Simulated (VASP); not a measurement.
Here is a VASP 6.6.1 calculation.

File INCAR:

```
PREC = Accurate
ENCUT = 520
EDIFF = 1E-7
ISMEAR = 1
SIGMA = 0.15
LREAL = False
LASPH = True
NELM = 80
ALGO = Normal
ISIF = 2
LWAVE = False
LCHARG = False
GGA = PE
NBANDS = 38
```

The input KPOINTS:

```
Automatic mesh
0
Gamma
  3 3 3
```

File POSCAR:

```
Rb2NaLi6Y
1.0
    5.9677060000      0.9358610000     -0.6373590000
   -0.0262510000      6.4188570000     -0.1728730000
    0.6873940000     -0.2922290000      5.3642480000
Li Y Rb Na
6 1 2 1
Direct
    0.3522936327      0.5721456011      0.7897356804
    0.5323585821      0.6657168125      0.1052587420
    0.9517998015      0.7475364182      0.8847810603
    1.0067606054      0.9201197631      0.3162491362
    0.6723905797      0.1535167723      0.8589610496
    0.2387262100      0.5674449060      0.3638148724
    0.1417203187      0.2325769726      0.8514755469
    0.4429933771      0.0892857037      0.3328361968
    0.8525266232      0.3533119292      0.3305666720
    0.6190744482      0.7552678920      0.6539673590
```

Potentials or basis: VASP PAW PBE potentials, release 64 (Li_sv, Y_sv, Rb_sv, Na_pv).

Command:

```console
$ cat potpaw_PBE.64/Li_sv/POTCAR potpaw_PBE.64/Y_sv/POTCAR potpaw_PBE.64/Rb_sv/POTCAR potpaw_PBE.64/Na_pv/POTCAR > POTCAR
$ mpirun -np 1 vasp_std > vasp.out
```

(1) Predict the largest force.

(2) Predict the band gap on the k mesh.

Answers

(1) 1.020 eV/Å.

(2) none (metal or under the smearing width).

Caveat: the k mesh is coarse (spacing up to 0.39 Å⁻¹), so the values aren't converged.
